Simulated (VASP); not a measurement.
```
MoS2
1.0
    1.62366    -2.81225     0.00000
    1.62366     2.81225     0.00000
    0.00000     0.00000    14.22025
Mo S
2 4
Cartesian
  1.62366   0.93742   3.55506
  1.62366  -0.93742  10.66519
  1.62366   0.93742  12.25788
  1.62366  -0.93742   5.14775
  1.62366  -0.93742   1.96237
  1.62366   0.93742   9.07250
```

Calculation: PBE GGA, VASP's PBE PAW potentials (set 64) (plane waves; VASP). Run with 520 eV cut-off, 8×8×2 Γ-centred mesh, Gaussian smearing of 0.050 eV, potentials Mo_sv S.

Without a dispersion term in the relaxation, distances and binding between the weakly bound layers, chains or molecules are unreliable, and so is what depends on them.

**Question.** The ions and cell shape at fixed volume are relaxed. Predict the relaxed structure.

**Answer.** 
```
MoS2
1.0
    1.59245    -2.75820     0.00000
    1.59245     2.75820     0.00000
    0.00000     0.00000    14.78312
Mo S
2 4
Direct
  0.33333   0.66667   0.25000
  0.66667   0.33333   0.75000
  0.33333   0.66667   0.85566
  0.66667   0.33333   0.35566
  0.66667   0.33333   0.14434
  0.33333   0.66667   0.64434
```
Space group P6_3/mmc (194), at a tolerance of 0.03 Å.

**Question.** How much energy does the relaxation gain?

**Answer.** The energy (σ→0) changes by -26.1 meV/atom, in 8 ionic steps.

| step | E(σ→0) (eV) | max force (eV/Å) | pressure (GPa) | volume (Å³) |
|---|---|---|---|---|
| 1 | -43.5584 | 0.865 | -6.45 | 129.86 |
| 2 | -43.6394 | 0.124 | -3.46 | 129.86 |
| 3 | -43.6402 | 0.041 | -3.13 | 129.86 |
| 4 | -43.6911 | 0.003 | -1.70 | 129.86 |
| 5 | -43.7141 | 0.077 | 0.44 | 129.86 |
| 6 | -43.7145 | 0.070 | 0.22 | 129.86 |
| 7 | -43.7146 | 0.057 | -0.26 | 129.86 |
| 8 | -43.7150 | 0.001 | -0.05 | 129.86 |

The compound is MoS2 in the 2H layered structure. This cell is one point of a volume scan, at 1.06 of the reference volume. Symmetry was kept, so distortions that lower it aren't found.
